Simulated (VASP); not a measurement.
## Ca: stress against strain

Ca (fcc, Fm-3m, 40.627 Å³/atom and stress up to 0.02 GPa in the relaxed cell, cube axes along x, y and z) under an equal strain ε along x and y, with z held. PBEsol in VASP (plane waves, PAW), 480 eV, 14×14×14 Γ-centred mesh, Methfessel-Paxton smearing 0.10 eV. Against the start cell, which lies near the measured one, the relaxed cell differs by -6.5 % in volume; the values below rest on it. Stress is positive for a compressed cell.

Here s stands for strain and y for stress xx.

```csv
strain (%),stress xx (GPa)
-3.00,?
-1.50,0.59
-1.00,0.38
-0.50,0.18
0.00,-0.02
0.50,-0.21
1.00,-0.39
1.50,-0.56
```

Fit y of the 7 rows that show it with a straight line. Means: s 0, y -0.004. About the means, the sum of products is -2.6900 and the sum of squares of s is 7.0000; the slope is their ratio. Least squares gives y = -0.004 - 0.3843·s. Residuals (row less fit): 0.018, 0.000, -0.008, -0.016, -0.014, -0.002, 0.020; standard error 0.016 (degrees of freedom: 5). The slope gives the elastic constants C11 + C12 = about 38 GPa.

Question: What does the fit predict for y at s = -3.00, and how far is the calculated value from it?

Answer: y = -0.004 - 0.3843 × (-3.0) = 1.149 GPa. The calculation gives 1.28 GPa, 0.131 GPa above the prediction (7.1 % of the range of y in the table). The row lies outside the fitted rows, so this is an extrapolation. From the scatter of the fitted rows alone, a prediction at this place has a standard error of 0.025 GPa, so the miss is 5.2 times that.

A polynomial of degree 2 through the 12 other runs of the series gives 1.28 there, so most of the miss is curvature that the fit leaves out. In a metal these values are sensitive to mesh and smearing; energies are taken to zero smearing, stresses follow the free energy. Rows are the converged runs of the series near zero and its far end, less any whose ions stayed unrelaxed beside relaxed ones; series whose fitted rows scatter by over a few per cent of the range, as at a crossing or softening among them, aren't shown in this form. Most that stay on the fit to the last digits aren't either.
